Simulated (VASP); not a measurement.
Here is a VASP 6.6.1 calculation.

INCAR

```
  ALGO = Fast
  DIPOL = 0.5 0.5 0.269
  EDIFF = 1E-6
  EDIFFG = -0.02
  ENCUT = 520
  GGA = PE
  IBRION = 2
  IDIPOL = 3
  ISIF = 2
  ISMEAR = 0
  LASPH = T
  LCHARG = F
  LDIPOL = T
  LREAL = F
  LWAVE = F
  NELM = 100
  NSW = 40
  PREC = Accurate
  SIGMA = 0.05
```

The input KPOINTS:

```
k-points
0
Gamma
  10 10 1
```

POSCAR

```
ZrF2
1.0
    2.9887600000      0.0000000000      0.0000000000
   -1.4943800000      2.5883400000      0.0000000000
    0.0000000000      0.0000000000     29.7132000000
Zr F
1 2
Selective dynamics
Direct
    0.0000000000      0.0000000000      0.2692400000  F F F
    0.6666700000      0.3333300000      0.2193600000  T T T
    0.3333300000      0.6666700000      0.3191200000  T T T
```

Potentials or basis: VASP PAW PBE potentials, release 64 (Zr_sv, F).

The run is started by

```console
$ cat potpaw_PBE.64/Zr_sv/POTCAR potpaw_PBE.64/F/POTCAR > POTCAR
$ mpirun -np 1 vasp_std > vasp.out
```

What does it give for the band gap on the k mesh?

None (metal or under the smearing width).

Final structure:
```cif
data_structure
_symmetry_space_group_name_H-M 'P 1'
_symmetry_Int_Tables_number 1
_cell_length_a 2.9888
_cell_length_b 2.9888
_cell_length_c 29.7132
_cell_angle_alpha 90.000
_cell_angle_beta 90.000
_cell_angle_gamma 120.000
_cell_volume 229.86
loop_
_atom_site_label
_atom_site_type_symbol
_atom_site_fract_x
_atom_site_fract_y
_atom_site_fract_z
_atom_site_occupancy
Zr1 Zr 0.00000 0.00000 0.26924 1
F1 F 0.66667 0.33333 0.21936 1
F2 F 0.33333 0.66667 0.31912 1
```

Caveat: the relaxation stopped at its first step, so nothing moved.
